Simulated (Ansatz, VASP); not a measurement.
**Ni3Hg in VASP and in Ansatz**

```
CELL_PARAMETERS angstrom
3.74491 0.00000 0.00000
0.00000 3.74491 0.00000
0.00000 0.00000 3.74491
ATOMIC_POSITIONS crystal
Ni 0.00000 0.50000 0.50000
Ni 0.50000 0.00000 0.50000
Ni 0.50000 0.50000 0.00000
Hg 0.00000 0.00000 0.00000
```

The cell comes from a database or a generator and needn't be the stable form of this composition.

Alike in both runs: task single point; functional PBEsol; k mesh 6 × 6 × 6; occupations gaussian, width 0.1 eV; collinear spin.

|  | VASP | Ansatz |
| --- | --- | --- |
| version | VASP 6.6.1 | Ansatz 0.2.0 |
| potentials or method | VASP PAW PBE potentials, release 64 (Ni, Hg) | scalar-relativistic, plane waves, PAW |
| plane-wave cutoff (eV) | 520 | 420 |
| valence electrons in the cell | 42 | 74 |

```csv
,VASP,Ansatz,Ansatz less VASP
gap on the k mesh at the Fermi level (eV),none,none,-
pressure (GPa),-6.4,-7.6,-1.16
net moment per atom (μB),0.30,0.31,+0.006
size of the moment on the site where the two differ most (μB),0.41,0.43,+0.017
```

Site moments also hang on the region over which each program counts them. A gap of «none» marks a metal or a gap that the smearing closes. With one functional, cell and mesh, what is left measures potentials, basis and numerics. The two sets of potentials don't hold the same shells in valence.

Caveats: the PAW data sets were made with another functional, which shifts forces and pressure a little (VASP). Spin-orbit coupling is left out, which matters for the levels of Hg.
